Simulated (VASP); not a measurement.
**SiRu₂ (relaxed from the Fe2P structure, space group P-62m): computed properties**

Calculation: r2SCAN meta-GGA, VASP's PBE PAW potentials (set 64) (plane waves; VASP).

```
Property                                                                                                Result
----------------------------------  --------------------------------------------------------------------------
space group                                                                                        P-62m (189)
cell                                a = 6.049 Å, b = 6.049 Å, c = 3.802 Å, α = 90.00°, β = 90.00°, γ = 120.00°
volume per atom                                                                                  13.39 Å³/atom
band gap (over mesh and band path)                                    none (metal, semimetal or under 0.01 eV)
density                                                                                             9.52 g/cm³
```

```cif
data_Ru6Si3
_chemical_formula_sum 'Ru6 Si3'
_space_group_name_H-M_alt 'P-62m'
_space_group_IT_number 189
_space_group_name_Hall 'P -6 -2'
_cell_length_a 6.04947
_cell_length_b 6.04947
_cell_length_c 3.80221
_cell_angle_alpha 90.000
_cell_angle_beta 90.000
_cell_angle_gamma 120.000
loop_
_atom_site_label
_atom_site_type_symbol
_atom_site_symmetry_multiplicity
_atom_site_Wyckoff_symbol
_atom_site_fract_x
_atom_site_fract_y
_atom_site_fract_z
_atom_site_occupancy
Ru1 Ru 3 f 0.00000 0.25621 0.00000 1
Ru2 Ru 3 g 0.40570 0.40570 0.50000 1
Si1 Si 1 b 0.00000 0.00000 0.50000 1
Si2 Si 2 c 0.33333 0.66667 0.00000 1
```

The structure was generated: SiRu2 was put into the Fe2P type (P-62m), which need not be its known phase. It was relaxed first, which changed the volume by -12 %. Symmetry was kept, so distortions that lower it aren't found.
